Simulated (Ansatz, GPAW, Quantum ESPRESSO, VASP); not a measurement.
Code comparison for MgPt₇ (Fm-3m, 8 atoms in the cell)

Self-consistent single point.

```xyz
8
Lattice="0.0000 3.9365 3.9365 3.9365 0.0000 3.9365 3.9365 3.9365 0.0000" Properties=species:S:1:pos:R:3 pbc="T T T"
Mg     0.0000     0.0000     0.0000
Pt     0.0000     1.9683     1.9683
Pt     1.9683     3.9365     1.9683
Pt     3.9365     1.9683     1.9683
Pt     1.9683     0.0000     1.9683
Pt     1.9683     1.9683     3.9365
Pt     1.9683     1.9683     0.0000
Pt     3.9365     3.9365     3.9365
```

All programs got the same cell, k-point mesh and kind of occupations (in Ansatz's words: kpoints.mp_grid.grid = 6 6 6; scf.occupations.method = gaussian; scf.occupations.width = 0.272 eV); potentials, basis and cutoffs are each program's usual ones.

| code | model | pressure (GPa) | cutoff |
|---|---|---|---|
| GPAW | PBEsol, GPAW PAW datasets PBEsol (made by gpaw-setup) | -3.66 | 800 eV |
| Quantum ESPRESSO | PBEsol, GBRV 1.5 ultrasoft (PBESOL) pseudopotentials | -5.05 | 40 Ry |
| VASP | PBEsol, VASP's PBE PAW potentials (set 64) | -4.63 | 300 eV |
| Ansatz | PBEsol, default PAW files made with PBE | -3.74 | default |

The spread over the programs that give each value: pressure within 1.39 GPa.

The starting cell comes from a database of computed structures (which also holds hypothetical and non-ambient phases and stackings), without a prior relaxation at this level. On Ansatz's run: Spin-orbit coupling is off. Spin polarisation is off. In the base run, with a pressure of about -4 GPa the cell is away from its equilibrium volume at this level.

Question: Why do the programs differ, and what cannot be compared?

Answer: Differences of this kind can come from the potentials, where these differ, and from what each basis and cutoff leave unconverged. The valence holds different numbers of electrons (GPAW 122, Quantum ESPRESSO 122, VASP 72, Ansatz (a program for electronic structure) 136). The zero of total energies and Fermi levels follows the potentials and each program's conventions, so they are not compared here. Ansatz's pressure is given at a fixed set of plane waves, as the other plane-wave codes print theirs; with its correction for the finite basis it is -3.69 GPa.

VASP's run is marked for a possible Pulay error in its stress at this cutoff; no cutoff test was made.

Left out of this page: ABINIT (stopped by limits of time or memory); Elk, FLEUR and SIESTA (not drawn, or without a comparable value).

Keys are those of Ansatz 0.2.
